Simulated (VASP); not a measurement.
Computed with PBEsol GGA, VASP's PBE PAW potentials (set 64) (plane waves; VASP 6.6.1).

A VASP calculation is set up with these files.

**POSCAR**
```
NiAl
1
    0.0000000000     2.6412693126     2.6412693126
    2.6412693126    -0.0000000000     2.6412693126
    2.6412693126     2.6412693126    -0.0000000000
Ni Al
1 1
Direct
  0.0000000000   0.0000000000   0.0000000000
  0.2500000000   0.2500000000   0.2500000000
```

KPOINTS:
```
Automatic mesh
0
Gamma
13 13 13
0 0 0
```

**INCAR**
```
ALGO  =  Normal
EDIFF  =  1E-7
ENCUT  =  400
GGA  =  PS
ISIF  =  2
ISMEAR  =  -5
LASPH  =  T
LCHARG  =  T
LMAXMIX  =  4
LORBIT  =  11
LREAL  =  F
LWAVE  =  F
NEDOS  =  601
NELM  =  100
PREC  =  Accurate
SYSTEM  =  NiAl
```

POTCAR, in this order: Ni Al (PBE.64 set). Program: vasp_std.

Question: Estimate the energy per atom (σ→0), band gap (on the k-mesh).

Answer: 
```yaml
energy per atom (σ→0): -4.539 eV/atom
band gap (on the k-mesh): none (metal, semimetal or under 0.01 eV)
```

OSZICAR:
```
...
DAV:   9    -0.907882252859E+01    0.62715E-02   -0.28717E-02  1994   0.287E+00    0.316E-01
DAV:  10    -0.907765308453E+01    0.11694E-02   -0.77565E-03  1914   0.126E+00    0.389E-02
DAV:  11    -0.907767128344E+01   -0.18199E-04   -0.17020E-04  1842   0.136E-01    0.301E-02
DAV:  12    -0.907766865809E+01    0.26254E-05   -0.16989E-05  2382   0.500E-02    0.616E-03
DAV:  13    -0.907766914171E+01   -0.48362E-06   -0.44707E-06  1946   0.298E-02    0.431E-03
DAV:  14    -0.907766898086E+01    0.16085E-06   -0.11502E-06  1682   0.152E-02    0.630E-04
DAV:  15    -0.907766898285E+01   -0.19918E-08   -0.13970E-08   904   0.129E-03
   1 F= -.90776690E+01 E0= -.90776690E+01  d E =0.000000E+00
```

The structure was generated: NiAl was put into the zinc blende type (F-43m), which need not be its known phase. It was relaxed first, which changed the volume by -19 %. The run is not spin-polarised, so no magnetic state was tried. The electron count is odd and the run is not spin-polarised, which forces a metal.
